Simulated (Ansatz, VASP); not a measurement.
## Two plane-wave programs on CsBa3

Contents of INCAR:

```
PREC = Accurate ; ENCUT = 520
EDIFF = 1E-7 ; ISMEAR = -1
SIGMA = 0.05 ; LREAL = False
LASPH = True ; NELM = 100
ALGO = Normal ; ISIF = 2
LWAVE = False ; LCHARG = False
GGA = PE ; NBANDS = 28
```

Contents of KPOINTS:

```
Automatic mesh
0
Gamma
  4 4 4
```

File POSCAR:

```
CsBa3
1.0
    6.6481098310      0.0000000000      0.0000000000
    0.0000000000      6.6481098310      0.0000000000
    0.0000000000      0.0000000000      6.6481098310
Ba Cs
3 1
Direct
    0.5000000000      0.5000000000      0.0000000000
    0.5000000000      0.0000000000      0.5000000000
    0.0000000000      0.5000000000      0.5000000000
    0.0000000000      0.0000000000      0.0000000000
```

File input.yaml:

```yaml
crystal:
  lattice:
    - [6.648109831, 0.0, 0.0]
    - [0.0, 6.648109831, 0.0]
    - [0.0, 0.0, 6.648109831]
  atoms:
    - { symbol: Ba, position: [0.5, 0.5, 0.0] }
    - { symbol: Ba, position: [0.5, 0.0, 0.5] }
    - { symbol: Ba, position: [0.0, 0.5, 0.5] }
    - { symbol: Cs, position: [0.0, 0.0, 0.0] }
hamiltonian:
  xc: pbe
  pseudopotentials: { kind: paw }
kpoints:
  mp_grid: { grid: [4, 4, 4] }
scf:
  occupations: { method: fermi_dirac, width: 0.05 }
output:
  forces: true
  stress: true
  eigenvalues: true
  write_density: true
  write_potential: true
  elf: true
  volumetric_format: npy
```

Change from the starting cell: volume scaled by 1.02.

Alike in both runs: task single point; functional PBE; k mesh 4 × 4 × 4; occupations fermi-dirac, width 0.05 eV; no spin polarisation.

|  | VASP | Ansatz |
| --- | --- | --- |
| version | VASP 6.6.1 | Ansatz 0.2.0 |
| potentials or method | VASP PAW PBE potentials, release 64 (Ba_sv, Cs_sv) | Ansatz PAW |
| plane-wave cutoff (eV) | 520 | 420 |
| valence electrons in the cell | 39 | 39 |

|  | VASP | Ansatz | Ansatz less VASP |
| --- | --- | --- | --- |
| gap on the k mesh at the Fermi level (eV) | none | none | - |
| pressure (GPa) | -0.1 | -0.2 | -0.01 |

A gap of «none» marks a metal or a gap that the smearing closes.

The runs have no spin-orbit coupling, so splittings on Ba, Cs are missing.
